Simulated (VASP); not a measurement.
Output of a VASP run:

### OSZICAR
```
       N       E                     dE             d eps       ncg     rms          rms(c)
DAV:   1     0.796005501352E+02    0.79601E+02   -0.91861E+03  1920   0.185E+03
DAV:   2    -0.120883901641E+01   -0.80809E+02   -0.78519E+02  2012   0.321E+02
DAV:   3    -0.759315246572E+01   -0.63843E+01   -0.63457E+01  2372   0.753E+01
DAV:   4    -0.770605026955E+01   -0.11290E+00   -0.11284E+00  2083   0.110E+01
DAV:   5    -0.770821348562E+01   -0.21632E-02   -0.21630E-02  2298   0.136E+00    0.274E+00
DAV:   6    -0.760011098888E+01    0.10810E+00   -0.23457E-01  2885   0.844E+00    0.167E+00
DAV:   7    -0.759562585996E+01    0.44851E-02   -0.65826E-02  2393   0.197E+00    0.569E-01
DAV:   8    -0.760005290912E+01   -0.44270E-02   -0.12061E-02  2102   0.144E+00    0.894E-02
DAV:   9    -0.760105043758E+01   -0.99753E-03   -0.16953E-03  2232   0.530E-01    0.673E-02
DAV:  10    -0.760122554441E+01   -0.17511E-03   -0.15015E-04  2177   0.114E-01    0.369E-02
DAV:  11    -0.760139630940E+01   -0.17076E-03   -0.40408E-04  2012   0.136E-01    0.758E-03
DAV:  12    -0.760139787528E+01   -0.15659E-05   -0.45363E-06  2315   0.277E-02    0.370E-03
DAV:  13    -0.760139975718E+01   -0.18819E-05   -0.32664E-06  2032   0.125E-02    0.934E-04
DAV:  14    -0.760139975009E+01    0.70891E-08   -0.45390E-08  1687   0.196E-03
   1 F= -.76013998E+01 E0= -.76013998E+01  d E =0.000000E+00
```

**OUTCAR**
```
------------------------ aborting loop because EDIFF is reached ----------------------------------------
  FORCE on cell =-STRESS in cart. coord.  units (eV):
  Direction    XX          YY          ZZ          XY          YZ          ZX
  --------------------------------------------------------------------------------------
  Total       -0.0007423     -0.0007423     -0.0007423      0.0000000      0.0000000      0.0000000
  in kB       -0.0242725     -0.0242725     -0.0242725      0.0000000      0.0000000      0.0000000
  external PRESSURE =      -0.0242725 kB  Pullay stress =       0.0000000 kB
  volume of cell :       49.00
      direct lattice vectors                 reciprocal lattice vectors
     0.000000000  2.904379272  2.904379272    -0.172153825  0.172153825  0.172153825
     2.904379272  0.000000000  2.904379272     0.172153825 -0.172153825  0.172153825
     2.904379272  2.904379272  0.000000000     0.172153825  0.172153825 -0.172153825
  FREE ENERGIE OF THE ION-ELECTRON SYSTEM (eV)
  ---------------------------------------------------
  free  energy   TOTEN  =        -7.6013997501 eV

  energy  without entropy=       -7.6013997501  energy(sigma->0) =       -7.60139975

 total charge

# of ion       s       p       d       tot
------------------------------------------
    1        0.882   0.730   9.981  11.592
    2        1.211   1.548   0.026   2.785
--------------------------------------------------
tot          2.093   2.278  10.007  14.377
```
(Selected blocks of OUTCAR.)

### POSCAR
```
GaAs
1
    0.0000000000     2.9043792721     2.9043792721
    2.9043792721     0.0000000000     2.9043792721
    2.9043792721     2.9043792721     0.0000000000
Ga As
1 1
Direct
  0.0000000000   0.0000000000   0.0000000000
  0.2500000000   0.2500000000   0.2500000000
```

**Question.** Reconstruct the remaining input files.

**Answer.** One answer among several that fit: the input of the run itself, RPBE GGA, plane waves, VASP's PBE PAW potentials (set 64).

### INCAR
```
EDIFF = 1E-7   ! SCF stop (eV)
PREC = Accurate
LWAVE = .FALSE.
ISMEAR = -5   ! tetrahedra, Bloechl
ENCUT = 520   ! plane-wave cut-off (eV)
ISIF = 2
LREAL = .FALSE.
LORBIT = 11
NELM = 100   ! most electronic steps
LASPH = .TRUE.   ! aspherical one-centre terms
LMAXMIX = 4
GGA = RP
SYSTEM = GaAs
ALGO = Normal   ! blocked Davidson
NEDOS = 601
LCHARG = .TRUE.
```

**KPOINTS**
```
Regular mesh
0
Gamma
 12 12 12
```

POTCAR, in this order: Ga_d As (PBE.64 set). Program: vasp_std.

The compound is GaAs in the zinc blende structure. It was relaxed first, which changed the volume by +9 %.
